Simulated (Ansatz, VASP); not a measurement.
# Zn3SbN3 in two plane-wave programs

Wanted: the spread between two codes on one cell, functional and k mesh. The cell is taken from a series of runs on this material, whose earlier steps may have relaxed, scaled, displaced or heated it; both programs get it as it stands.

Method: plane waves, with VASP 6.6.1 beside it; G0W0 gap at PBE, in Ansatz 0.2.0.

**1. Starting point**

It takes space group Cm (No. 8, monoclinic). Conventional cell: a = 6.856 Å, b = 6.632 Å, c = 5.595 Å, α = 90.00°, β = 125.48°, γ = 90.00°. Nearest to Zn lie 3 N at 1.96 to 1.98 Å. Zn has 3 N at 1.98 to 2.01 Å nearest. Nearest to Sb lie 3 N at 2.05 to 2.08 Å. Nearest to N lie 3 Zn at 1.98 to 2.01 Å and 1 Sb at 2.08 Å. Nearest to N lie 3 Zn at 1.96 to 1.99 Å and 1 Sb at 2.05 Å. Farther neighbours and most contacts between anions are not listed.

As a file:

```cif
data_structure
_symmetry_space_group_name_H-M 'Cm'
_symmetry_Int_Tables_number 8
_cell_length_a 6.8557
_cell_length_b 6.6322
_cell_length_c 5.5952
_cell_angle_alpha 90.000
_cell_angle_beta 125.482
_cell_angle_gamma 90.000
_cell_volume 207.16
loop_
_atom_site_label
_atom_site_type_symbol
_atom_site_symmetry_multiplicity
_atom_site_Wyckoff_symbol
_atom_site_fract_x
_atom_site_fract_y
_atom_site_fract_z
_atom_site_occupancy
Zn1 Zn 2 a 0.85741 0.50000 0.88151 1
Zn2 Zn 4 b 0.96453 0.27944 0.48086 1
Sb1 Sb 2 a 0.44023 0.50000 0.99823 1
N1 N 4 b 0.82286 0.76499 0.69928 1
N2 N 2 a 0.80174 0.50000 0.18786 1
```

**2. Ansatz: G0W0 gap, PBE**

Ansatz runs on its PAW soft_1 files.

Quasiparticle shifts depend on high empty states and on the cores, so they are the hardest test of two PAW sets.

Contents of input.yaml:

```yaml
crystal:
  lattice:
    - [3.4278284426, -3.3160805962, 0.0]
    - [3.4278284426, 3.3160805962, 0.0]
    - [-3.2477524045, 0.0, 4.5561292986]
  atoms:
    - { symbol: Zn, position: [0.642585044, 0.642585044, 0.1184913329] }
    - { symbol: Zn, position: [0.7560379595, 0.3149096301, 0.5191363022] }
    - { symbol: Zn, position: [0.3149096301, 0.7560379595, 0.5191363022] }
    - { symbol: Sb, position: [0.0597748558, 0.0597748558, 0.0017677219] }
    - { symbol: "N", position: [0.4121558753, 0.9421336584, 0.3007163689] }
    - { symbol: "N", position: [0.9421336584, 0.4121558753, 0.3007163689] }
    - { symbol: "N", position: [0.6982629869, 0.6982629869, 0.812143613] }
kpoints:
  mp_grid: { grid: [4, 4, 4] }
hamiltonian:
  xc: pbe
  pseudopotentials: { kind: paw, azcp: { folder: soft_1 } }
scf:
  occupations: { method: fixed }
gw:
  n_empty_bands: 381
  ecut_chi: 140
  qp_bands: [v2, c2]
  qp_kpoints: band_edges
  screening: { model: contour_deformation }
```

On the command line:

```console
> ansatz run input.yaml --threads 2 --pin off --max-ram 92160MiB --backend cuda --events-out ev --progress --plain --runs-dir out --devices 1 --max-vram 13GiB
```

Numbers of over 12 decimals in the logs are rounded to 6 here.

The log of the run:

```text
GPUs: using 1 of 1 available (devices: 1).
Engine: ansatz 0.2.0, x86_64-unknown-linux-gnu
Pseudopotentials: kind: paw
Pseudopotential: Zn, paw, valence charge 12, recommended cutoff 420 eV (normal), soft_1/Zn.paw.azcp
Pseudopotential: Sb, paw, valence charge 15, recommended cutoff 420 eV (normal), soft_1/Sb.paw.azcp
Pseudopotential: N, paw, valence charge 5, recommended cutoff 420 eV (normal), soft_1/N.paw.azcp
Functional definition: PBE
  parameter kappa = 0.804
  parameter beta = 0.066725
  exchange = pbe_x(kappa = kappa, mu = beta*pi^2/3)
  correlation = pbe_c(beta = beta)
device memory: the entry about to start is reckoned to put 1.4 GiB on a device that reports 46.5 GiB free (of which the cap on the GPU budget leaves the run 13.0 GiB)
GPU FFT provider: cuFFT
GPU libraries: cuBLAS 13.8.2, cuFFT 12.4.0, cuSOLVER 12.3.4
Crystal: 7 atoms, lattice volume = 103.579 Å³
Basis set: ecut = 420 eV, 2019 PW (Γ)
Bands: 40, of which v1, the nominal top of the filled ones, is band 33 counted from 1 (32 counted from 0)
Symmetry: 2 space group operations
Space group: Cm (ITA 8), of the structure as read, at distance tolerance 4.7e-5 Å
k-points: 24 of 64 (time reversal used)
Non-local potential: Zn, projectors of the file, l = 0: 2, l = 1: 2, l = 2: 3, l = 3: 1
Non-local potential: Sb, projectors of the file, l = 0: 2, l = 1: 2, l = 2: 2, l = 3: 1
Non-local potential: N, projectors of the file, l = 0: 2, l = 1: 2, l = 2: 1
PAW form: soft (Blöchl's): semilocal exchange-correlation on the pseudo side does not see the compensation charge
PAW one-centre angular grid: Zn, 590 points (default); XC on 64 Gauss nodes
PAW one-centre angular grid: Sb, 590 points (default); XC on 64 Gauss nodes
PAW one-centre angular grid: N, 110 points (default); XC on 64 Gauss nodes
Initial density: superposition of atomic densities (chi_scale 0.1, normalization cell, long waves kept (reshape's long-wave potential 0.03 eV rms))
Initial wavefunctions: pseudopotential atomic-orbital guess
GPU buffer pool allocated for 40960 grid points (all kernels)
GPU transforms: local potential and band sums: pruned to the plane-wave sphere, on 32×32×40
Functional: x = pbe(κ = 0.804, μ = 0.219515), c = pbe(β = 0.066725)
SCF iter   1: F=—  HF=-17594.595612 eV  |F-HF|=—  |Δ(HF+E_count)|=         —  Δρ=7.50e-2  dr2=7.24e0  ethr=3.10e-3  ⟨swp⟩=4.9  Hψ=3780  notcnv=0  defer=115
preconditioner: auto → Resta (q_TF=auto, 2.531 Å⁻¹)  ε∞=5.2  [insulator: Δε(μ)=2.121 eV  Ē_g=14.418 eV  n_scr=30 (ndim 8)  ℏωp=29.6 eV  f_vac=0.008  ε∞_Penn≈5.2]
SCF iter   2: F=—  HF=-17592.907722 eV  |F-HF|=—  |Δ(HF+E_count)|=    1.69e0  Δρ=2.89e-2  dr2=5.28e-1  ethr=3.10e-3  ⟨swp⟩=3.0  Hψ=1962  notcnv=0  defer=120
SCF iter   3: F=—  HF=-17592.811929 eV  |F-HF|=—  |Δ(HF+E_count)|=   9.58e-2  Δρ=1.54e-2  dr2=1.97e-1  ethr=7.99e-4  ⟨swp⟩=3.0  Hψ=1776  notcnv=0  defer=120
SCF iter   4: F=—  HF=-17592.805391 eV  |F-HF|=—  |Δ(HF+E_count)|=   6.54e-3  Δρ=8.90e-3  dr2=4.46e-2  ethr=2.99e-4  ⟨swp⟩=2.2  Hψ=1516  notcnv=0  defer=120
SCF iter   5: F=—  HF=-17592.794065 eV  |F-HF|=—  |Δ(HF+E_count)|=   1.13e-2  Δρ=1.94e-3  dr2=3.17e-3  ethr=6.76e-5  ⟨swp⟩=2.0  Hψ=1776  notcnv=0  defer=120
SCF iter   6: F=—  HF=-17592.795554 eV  |F-HF|=—  |Δ(HF+E_count)|=   1.49e-3  Δρ=4.16e-4  dr2=1.98e-4  ethr=4.80e-6  ⟨swp⟩=2.0  Hψ=1580  notcnv=0  defer=120
SCF iter   7: F=—  HF=-17592.795739 eV  |F-HF|=—  |Δ(HF+E_count)|=   1.84e-4  Δρ=2.37e-4  dr2=5.81e-5  ethr=3.00e-7  ⟨swp⟩=2.0  Hψ=1695  notcnv=0  defer=118
SCF iter   8: F=—  HF=-17592.795763 eV  |F-HF|=—  |Δ(HF+E_count)|=   2.41e-5  Δρ=2.14e-4  dr2=3.89e-5  ethr=8.80e-8  ⟨swp⟩=2.0  Hψ=1680  notcnv=0  defer=74
SCF iter   9: F=—  HF=-17592.795755 eV  |F-HF|=—  |Δ(HF+E_count)|=   7.78e-6  Δρ=5.75e-5  dr2=2.48e-6  ethr=5.89e-8  ⟨swp⟩=2.0  Hψ=1508  notcnv=0  defer=74
SCF iter  10: F=—  HF=-17592.795756 eV  |F-HF|=—  |Δ(HF+E_count)|=   5.39e-7  Δρ=2.36e-5  dr2=5.20e-7  ethr=3.76e-9  ⟨swp⟩=2.0  Hψ=1466  notcnv=0  defer=78
SCF iter  11: F=—  HF=-17592.795756 eV  |F-HF|=—  |Δ(HF+E_count)|=   4.09e-7  Δρ=2.08e-5  dr2=4.09e-7  ethr=7.88e-10  ⟨swp⟩=2.0  Hψ=1556  notcnv=0  defer=80
SCF iter  12: F=-17592.795756 eV  HF=-17592.795756 eV  |F-HF|=1.14e-8  |Δ(HF+E_count)|=   7.12e-8  Δρ=4.54e-6  dr2=1.78e-8  ethr=1.52e-10  ⟨swp⟩=9.3  Hψ=4255  notcnv=0
SCF 1 converged in 12 iterations: F = -17592.795756 eV  dr2 = 1.78e-8
  greatest PAW one-centre occupation: 0.996 electrons in one spin orbital (limit 2), on the Sb atom at site 3 (counted from 0), in its partial waves of l = 2
device memory: the entry about to start is reckoned to put 1.4 GiB (of the 1.6 GiB reckoned in all, the device holds 0.2 GiB already) on a device that reports 46.6 GiB free (of which the cap on the GPU budget leaves the run 12.9 GiB)
NSCF: frozen V_eff on 24 k-points, pencils in batches of 32, up to order 160
[...]
k-point 1: bands = [... 29 lower, 6.2467, 7.0944, 7.3520, 8.0938, 9.6834, 11.6183, 11.8737, 12.7756, ... 3 higher]
  k-point 2: bands = [... 29 lower, 6.7946, 6.9243, 7.1239, 8.0176, 10.0694, 10.9194, 11.1528, 13.1287, ... 3 higher]
  k-point 23: bands = [... 29 lower, 6.9954, 7.1838, 7.6728, 8.1518, 11.4509, 12.2683, 12.7900, 12.9857, ... 3 higher]
--- G₀W₀: contour deformation, 7 samples at zero and on the imaginary axis and 2 off it, 64 q-points, 381 empty bands' worth ---
  eigenvalues of the whole cell's RPA ε∞ on this k-mesh (on a slab, of 1 + 4πα/V) = 7.2426, 8.2106, 8.2236; static W/v taken at q = 0 is 0.126931
  gw.qp_kpoints: band_edges: 20 of 24 stored k-points solved, in 1 pass; an edge of the gap read off the rows below is read off those points alone
    valence top: of the k-points left out ik 15 came nearest to being solved in a further pass, in band 33 (counted from 1, as in the quasiparticle table): it holds the edge there only if its correction is more favourable than any solved in that band by at least 0.505 eV; those differ by 0.109 eV
    conduction bottom: of the k-points left out ik 11 came nearest to being solved in a further pass, in band 34 (counted from 1, as in the quasiparticle table): it holds the edge there only if its correction is more favourable than any solved in that band by at least 0.838 eV; those differ by 0.243 eV
    ik  band        ε_KS         Σx   Σc(E_QP)       V_xc       Z   E_QP_lin       E_QP  E_QP is
     0    32      7.3719   -24.9884     3.6994   -20.6841  0.7265     6.7578     6.7671  root
     0    33      7.7071   -25.1099     3.5016   -20.9969  0.7335     7.0869     7.0957  root
     0    34     10.5544   -10.5374    -3.6232   -14.3417  0.7783    10.7360    10.7355  root
     0    35     11.4773   -13.1457    -3.4348   -16.8451  0.7574    11.7432    11.7418  root
     1    32      7.3520   -24.9998     3.7283   -20.6894  0.7249     6.7614     6.7700  root
     1    33      8.0938   -23.3155     2.8598   -19.9288  0.7393     7.5614     7.5669  root
     1    34      9.6834   -11.4499    -3.1759   -14.7742  0.7800     9.8321     9.8318  root
     1    35     11.6183   -10.2320    -4.0126   -14.5183  0.7603    11.8937    11.8920  root
     2    32      7.1239   -24.0810     3.7082   -19.8332  0.7204     6.5765     6.5843  root
     2    33      8.0176   -22.8446     2.6259   -19.6932  0.7416     7.4867     7.4921  root
     2    34     10.0694   -11.6415    -3.2786   -15.1596  0.7703    10.3098    10.3090  root
     2    35     10.9194   -10.0902    -3.7370   -13.9969  0.7757    11.0897    11.0892  root
     3    32      7.2924   -25.3189     3.8001   -20.9030  0.7243     6.6664     6.6766  root
     3    33      8.0351   -23.2648     2.9764   -19.7367  0.7388     7.4771     7.4834  root
     3    34     10.6284   -11.1930    -3.4618   -14.8690  0.7696    10.8434    10.8426  root
     3    35     11.4381   -10.4391    -3.8386   -14.5351  0.7636    11.6968    11.6955  root
     4    32      6.9957   -24.4982     3.7273   -20.1536  0.7227     6.3676     6.3785  root
     4    33      7.9037   -22.1830     2.7450   -18.8817  0.7408     7.3409     7.3474  root
     4    34     10.4474   -11.6992    -3.4390   -15.3864  0.7691    10.6965    10.6955  root
     4    35     11.0122   -10.6519    -3.6333   -14.5127  0.7683    11.2407    11.2398  root
     5    32      7.2640   -24.5586     3.7310   -20.2577  0.7236     6.6855     6.6942  root
     5    33      7.8541   -21.8824     2.5467   -18.8025  0.7414     7.3149     7.3208  root
     5    34     10.4727   -11.4438    -3.4293   -15.1343  0.7669    10.7350    10.7339  root
     5    35     11.0966   -11.0363    -3.5899   -14.8537  0.7648    11.3250    11.3241  root
[...]
22    32      7.7339   -25.7486     3.7641   -21.4346  0.7251     7.1770     7.1841  root
    22    33      7.7526   -23.5087     3.1115   -19.8255  0.7369     7.1737     7.1809  root
    22    34     11.0881   -10.4512    -4.0105   -14.7954  0.7702    11.4238    11.4218  root
    22    35     11.7413   -10.7889    -4.0466   -15.2032  0.7502    12.1126    12.1090  root
    23    32      7.6728   -26.4066     3.9322   -21.8913  0.7265     7.0818     7.0897  root
    23    33      8.1518   -25.6437     3.6547   -21.4864  0.7258     7.6438     7.6492  root
    23    34     11.4509    -9.1348    -4.0249   -13.4165  0.7646    11.7090    11.7076  root
    23    35     12.2683    -9.9681    -4.2239   -14.4931  0.7445    12.5719    12.5695  root
```

In the SCF lines HF is the Harris–Foulkes energy and dr2 the Hartree energy of the density residual, in eV; the loop may stop once dr2 is under the threshold and the program's other checks hold. Hψ counts applications of the Hamiltonian.

[end of part 1 of 2]

[Lines on the potential files, build, host, timing and source positions are cut from VASP's logs without a mark.]

[Logs are printed without paths, hosts, clocks, repeated set-up lines and the standing remarks that a program may print on its own settings, such as how far it seeks lower states.]

[Hosts, paths, dates, database ids (printed as entryN), source tags and the programs' standing remarks are cut or masked in the printed files.]
